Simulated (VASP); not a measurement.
Input:

```xyz
2
Lattice="0.0000 2.6392 2.6392 2.6392 0.0000 2.6392 2.6392 2.6392 0.0000" Properties=species:S:1:pos:R:3 pbc="T T T"
Zn     0.0000     0.0000     0.0000
S      1.3196     1.3196     1.3196
```

Level of theory: r2SCAN meta-GGA, VASP's PBE PAW potentials (set 64) (plane waves; VASP). Numerical set-up: 520 eV cut-off, 9×9×9 Γ-centred mesh, Gaussian smearing of 0.050 eV, potentials Zn S.

Estimate the energy per atom (σ→0), pressure, band gap (on the k-mesh) with the smallest direct gap where there is one.

The band gap (on the k-mesh) is 3.01 eV and the smallest direct gap (on the k-mesh) is 3.01 eV. The energy per atom (σ→0) is -9414 meV/atom and the pressure comes out as 5.65 GPa.

The compound is ZnS in the zinc blende structure. This cell is one point of a volume scan, at 0.94 of the reference volume.
